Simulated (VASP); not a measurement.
Output of a VASP run:

**OUTCAR**
```
 ion  position               nearest neighbor table
   1  0.333  0.667  0.250-   2 3.13   2 3.13   2 3.13   2 3.13   2 3.13   2 3.13
   2  0.667  0.333  0.750-   1 3.13   1 3.13   1 3.13   1 3.13   1 3.13   1 3.13
  LATTYP: Found a hexagonal cell.
 ALAT       =     3.1899999670
 C/A-ratio  =     1.5830721167
 Subroutine PRICEL returns:
 Original cell was already a primitive cell.
 Subroutine GETGRP returns: Found 24 space group operations
The static configuration has the point symmetry D_3d.
 The point group associated with its full space group is D_6h.
The dynamic configuration has the point symmetry D_3d.
 Subroutine INISYM returns: Found 24 space group operations
 Subroutine IBZKPT returns following result:
 Found     76 irreducible k-points:

 Following reciprocal coordinates:
            Coordinates               Weight
  0.000000  0.000000  0.000000      1.000000
  0.083333  0.000000  0.000000      6.000000
  0.166667  0.000000  0.000000      6.000000
  0.250000  0.000000  0.000000      6.000000
  0.333333  0.000000  0.000000      6.000000
  0.416667  0.000000  0.000000      6.000000
  0.500000  0.000000  0.000000      3.000000
  0.083333  0.083333  0.000000      6.000000
  0.166667  0.083333  0.000000     12.000000
  0.250000  0.083333  0.000000     12.000000
  0.333333  0.083333  0.000000     12.000000
  0.416667  0.083333  0.000000     12.000000
  0.166667  0.166667  0.000000      6.000000
  0.250000  0.166667  0.000000     12.000000
  0.333333  0.166667  0.000000     12.000000
  0.416667  0.166667  0.000000      6.000000
  0.250000  0.250000  0.000000      6.000000
  0.333333  0.250000  0.000000     12.000000
  0.333333  0.333333  0.000000      2.000000
  0.000000  0.000000  0.142857      2.000000
  0.083333  0.000000  0.142857     12.000000
  0.166667  0.000000  0.142857     12.000000
  0.250000  0.000000  0.142857     12.000000
  0.333333  0.000000  0.142857     12.000000
  0.416667  0.000000  0.142857     12.000000
  0.500000  0.000000  0.142857      6.000000
  0.083333  0.083333  0.142857     12.000000
  0.166667  0.083333  0.142857     24.000000
  0.250000  0.083333  0.142857     24.000000
  0.333333  0.083333  0.142857     24.000000
  0.416667  0.083333  0.142857     24.000000
  0.166667  0.166667  0.142857     12.000000
  0.250000  0.166667  0.142857     24.000000
  0.333333  0.166667  0.142857     24.000000
  0.416667  0.166667  0.142857     12.000000
  0.250000  0.250000  0.142857     12.000000
  0.333333  0.250000  0.142857     24.000000
  0.333333  0.333333  0.142857      4.000000
  0.000000  0.000000  0.285714      2.000000
  0.083333  0.000000  0.285714     12.000000
   k-points           NKPTS =     76   k-points in BZ     NKDIM =     76   number of bands    NBANDS=     14
   number of dos      NEDOS =    301   number of ions     NIONS =      2
   total plane-waves  NPLWV =  23040
   dimension x,y,z NGX =    24 NGY =   24 NGZ =   40
   dimension x,y,z NGXF=    48 NGYF=   48 NGZF=   80
   ions per type =               2
   PREC   = accura    normal or accurate (medium, high low for compatibility)
   ISTART =      0    job   : 0-new  1-cont  2-samecut
   ICHARG =      2    charge: 1-file 2-atom 10-const
   ISPIN  =      1    spin polarized calculation?
   LNONCOLLINEAR =      F non collinear calculations
   LSORBIT =      F    spin-orbit coupling
   INIWAV =      1    electr: 0-lowe 1-rand  2-diag
   ENCUT  =  520.0 eV  38.22 Ry    6.18 a.u.   5.93  5.93  9.39*2*pi/ulx,y,z
   NELM   =    100;   NELMIN=  2; NELMDL= -5     # of ELM steps
   EDIFF  = 0.1E-05   stopping-criterion for ELM
   LREAL  =      F    real-space projection
   NLSPLINE    = F    spline interpolate recip. space projectors
   LMAXMIX     =    6 max onsite mixed and CHGCAR
   VOSKOWN=      0    Vosko Wilk Nusair interpolation
   EDIFFG = -.1E-01   stopping-criterion for IOM
   NSW    =     60    number of steps for IOM
...
```

### OSZICAR
```
...
DAV:  43     0.537830607150E+02    0.53347E-03   -0.63821E-04  2536   0.186E-01    0.542E-01
DAV:  44     0.537832320560E+02    0.17134E-03   -0.21969E-04  2674   0.110E-01    0.261E-01
DAV:  45     0.537832259556E+02   -0.61004E-05   -0.33259E-05  2640   0.449E-02    0.102E-01
DAV:  46     0.537832400666E+02    0.14111E-04   -0.25224E-06  2330   0.162E-02    0.616E-02
DAV:  47     0.537832285513E+02   -0.11515E-04   -0.78466E-07  1268   0.100E-02    0.159E-02
DAV:  48     0.537832370545E+02    0.85032E-05   -0.28279E-07  1250   0.583E-03    0.313E-03
DAV:  49     0.537832315551E+02   -0.54993E-05   -0.10796E-07  1184   0.341E-03    0.597E-03
DAV:  50     0.537832342452E+02    0.26901E-05   -0.32781E-08  1178   0.168E-03    0.318E-03
DAV:  51     0.537832345263E+02    0.28105E-06   -0.11880E-08  1166   0.827E-04
   1 F= 0.53783235E+02 E0= 0.53783298E+02  d E =0.537832E+02
       N       E                     dE             d eps       ncg     rms          rms(c)
DAV:   1     0.535646394751E+02   -0.21859E+00   -0.70522E+00  2128   0.236E+01    0.654E+00
DAV:   2     0.537374918445E+02    0.17285E+00   -0.39319E-01  2152   0.559E+00    0.189E+00
DAV:   3     0.537863020005E+02    0.48810E-01   -0.14819E-01  2176   0.289E+00    0.907E-01
DAV:   4     0.537898079676E+02    0.35060E-02   -0.11031E-02  2464   0.853E-01    0.795E-01
DAV:   5     0.537941180977E+02    0.43101E-02   -0.61362E-03  2248   0.628E-01    0.347E-01
DAV:   6     0.537901051232E+02   -0.40130E-02   -0.40662E-03  2206   0.450E-01    0.894E-02
DAV:   7     0.537895425457E+02   -0.56258E-03   -0.34950E-04  2338   0.150E-01    0.204E-02
DAV:   8     0.537895523753E+02    0.98296E-05   -0.13995E-05  2776   0.374E-02    0.385E-03
DAV:   9     0.537895411861E+02   -0.11189E-04   -0.45260E-06  2374   0.213E-02    0.913E-03
DAV:  10     0.537895406792E+02   -0.50683E-06   -0.22763E-07  1304   0.486E-03
   2 F= 0.53789541E+02 E0= 0.53789718E+02  d E =0.630615E-02
       N       E                     dE             d eps       ncg     rms          rms(c)
DAV:   1     0.537029220836E+02   -0.86619E-01   -0.21602E+00  2128   0.130E+01    0.381E+00
DAV:   2     0.537564273001E+02    0.53505E-01   -0.12740E-01  2164   0.313E+00    0.104E+00
DAV:   3     0.537712336474E+02    0.14806E-01   -0.42039E-02  2182   0.149E+00    0.437E-01
DAV:   4     0.537726901504E+02    0.14565E-02   -0.45058E-03  2434   0.532E-01    0.370E-01
DAV:   5     0.537741966701E+02    0.15065E-02   -0.17432E-03  2296   0.333E-01    0.165E-01
DAV:   6     0.537728632781E+02   -0.13334E-02   -0.13026E-03  2182   0.256E-01    0.606E-02
DAV:   7     0.537725947813E+02   -0.26850E-03   -0.23746E-04  2254   0.116E-01    0.153E-02
DAV:   8     0.537725662294E+02   -0.28552E-04   -0.11103E-05  2614   0.302E-02    0.363E-03
DAV:   9     0.537725620926E+02   -0.41368E-05   -0.16387E-06  2036   0.942E-03    0.495E-03
DAV:  10     0.537725619014E+02   -0.19121E-06   -0.84822E-08  1208   0.229E-03
   3 F= 0.53772562E+02 E0= 0.53772628E+02  d E =-.106726E-01
       N       E                     dE             d eps       ncg     rms          rms(c)
DAV:   1     0.537725457155E+02   -0.16377E-04   -0.55383E-04  2164   0.208E-01    0.591E-02
DAV:   2     0.537725597597E+02    0.14044E-04   -0.32380E-05  2224   0.499E-02    0.164E-02
DAV:   3     0.537725636923E+02    0.39325E-05   -0.10999E-05  2236   0.244E-02    0.741E-03
DAV:   4     0.537725638201E+02    0.12789E-06   -0.94323E-07  1154   0.820E-03
   4 F= 0.53772564E+02 E0= 0.53772632E+02  d E =-.106707E-01
```

OUTCAR:
```
------------------------ aborting loop because EDIFF is reached ----------------------------------------
  FORCE on cell =-STRESS in cart. coord.  units (eV):
  Direction    XX          YY          ZZ          XY          YZ          ZX
  --------------------------------------------------------------------------------------
  Total        0.0151204      0.0151204     -0.0086356      0.0000000     -0.0000000      0.0000000
  in kB        0.5589943      0.5589943     -0.3192557      0.0000000     -0.0000000      0.0000000
  external PRESSURE =       0.2662443 kB  Pullay stress =       0.0000000 kB
  volume of cell :       43.34
      direct lattice vectors                 reciprocal lattice vectors
     1.581361534 -2.738998485 -0.000000000     0.316183231 -0.182548476 -0.000000000
     1.581361534  2.738998485 -0.000000000     0.316183231  0.182548476  0.000000000
     0.000000000 -0.000000000  5.002790280     0.000000000  0.000000000  0.199888451
 POSITION                                       TOTAL-FORCE (eV/Angst)
 -----------------------------------------------------------------------------------
      1.58136      0.91300      1.25070         0.000000      0.000000      0.000000
      1.58136     -0.91300      3.75209        -0.000000     -0.000000      0.000000
 -----------------------------------------------------------------------------------
    total drift:                               -0.000005      0.000181     -0.000015
  FREE ENERGIE OF THE ION-ELECTRON SYSTEM (eV)
  ---------------------------------------------------
  free  energy   TOTEN  =        53.7725638201 eV

  energy  without entropy=       53.7727669237  energy(sigma->0) =       53.77263152

 reached required accuracy - stopping structural energy minimisation
```
(Selected blocks of OUTCAR.)

File POSCAR:
```
Hf
1
    1.5950000000    -2.7626210000     0.0000000000
    1.5950000000     2.7626210000     0.0000000000
    0.0000000000     0.0000000000     5.0500000000
Hf
2
Direct
  0.3333330000   0.6666670000   0.2500000000
  0.6666670000   0.3333330000   0.7500000000
```

Q: Write an INCAR and KPOINTS that could have produced this output.

A: Several could match; the one computed here: the input of the run itself, revTPSS meta-GGA, plane waves, VASP's PBE PAW potentials (set 64).

File KPOINTS:
```
Automatic mesh
0
Gamma
12 12 7
0 0 0
```

### INCAR
```
METAGGA=RTPSS
IBRION=2
LREAL=.False.
LMIXTAU=.True.
SYSTEM=Hf
EDIFF=1E-6   # SCF stop (eV)
NSW=60
ENCUT=520   # plane-wave cut-off (eV)
ISMEAR=1
LMAXMIX=6
SIGMA=0.1
EDIFFG=-0.01   # ionic stop
NELM=100   # most electronic steps
LCHARG=.False.
ISIF=3
ALGO=Normal
PREC=Accurate
LWAVE=.False.
LASPH=.True.
```

POTCAR, in this order: Hf_pv (PBE.64 set). Program: vasp_std.

Energy and stress use the plane-wave basis of the starting cell.

The compound is Hf in the hcp structure. This run relaxes it. Symmetry was kept, so distortions that lower it aren't found.
